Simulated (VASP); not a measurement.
A run of VASP 6.6.1 is set up as follows.

The input INCAR:

```
ALGO = Normal
EDIFF = 1E-5
ENCUT = 450
GGA = PS
ISIF = 2
ISMEAR = 0
LASPH = True
LCHARG = False
LDAU = True
LDAUJ = 0 0 0
LDAUL = 2 -1 -1
LDAUPRINT = 1
LDAUTYPE = 2
LDAUU = 3 0 0
LMAXMIX = 4
LORBIT = 11
LREAL = Auto
LWAVE = False
NELECT = 138.0
NELM = 120
PREC = Accurate
SIGMA = 0.03
```

KPOINTS

```
k-points
0
Gamma
  3 3 2
```

The input POSCAR:

```
Al15CrN16
1.0
    6.2200008610      0.0000000000      0.0000000000
   -3.1100004305      5.3866787572      0.0000000000
    0.0000000000      0.0000000000      9.9600000000
Cr Al N
1 15 16
Direct
    0.3333333333      0.1666666667      0.0000000000
    0.3333333333      0.1666666667      0.5000000000
    0.3333333333      0.6666666667      0.0000000000
    0.3333333333      0.6666666667      0.5000000000
    0.8333333333      0.1666666667      0.0000000000
    0.8333333333      0.1666666667      0.5000000000
    0.8333333333      0.6666666667      0.0000000000
    0.8333333333      0.6666666667      0.5000000000
    0.1666666667      0.3333333333      0.2500000000
    0.1666666667      0.3333333333      0.7500000000
    0.1666666667      0.8333333333      0.2500000000
    0.1666666667      0.8333333333      0.7500000000
    0.6666666667      0.3333333333      0.2500000000
    0.6666666667      0.3333333333      0.7500000000
    0.6666666667      0.8333333333      0.2500000000
    0.6666666667      0.8333333333      0.7500000000
    0.3333333333      0.1666666667      0.1910000000
    0.3333333333      0.1666666667      0.6910000000
    0.3333333333      0.6666666667      0.1910000000
    0.3333333333      0.6666666667      0.6910000000
    0.8333333333      0.1666666667      0.1910000000
    0.8333333333      0.1666666667      0.6910000000
    0.8333333333      0.6666666667      0.1910000000
    0.8333333333      0.6666666667      0.6910000000
    0.1666666667      0.3333333333      0.4410000000
    0.1666666667      0.3333333333      0.9410000000
    0.1666666667      0.8333333333      0.4410000000
    0.1666666667      0.8333333333      0.9410000000
    0.6666666667      0.3333333333      0.4410000000
    0.6666666667      0.3333333333      0.9410000000
    0.6666666667      0.8333333333      0.4410000000
    0.6666666667      0.8333333333      0.9410000000
```

Potentials or basis: VASP PAW PBE potentials, release 64 (Cr_pv, Al, N).

Command:

```console
$ cat potpaw_PBE.64/Cr_pv/POTCAR potpaw_PBE.64/Al/POTCAR potpaw_PBE.64/N/POTCAR > POTCAR
$ mpirun -np 1 vasp_std > vasp.out
```

(1) Predict the largest force.

(2) Predict the band gap on the k mesh.

Results:

(1) 2.879 eV/Å.

(2) 0.10 eV, indirect (least direct gap 0.27 eV).

Caveat: the cell is charged against a uniform background, so pressure and absolute levels hang on convention; the PAW data sets were made with another functional, which shifts forces and pressure a little.
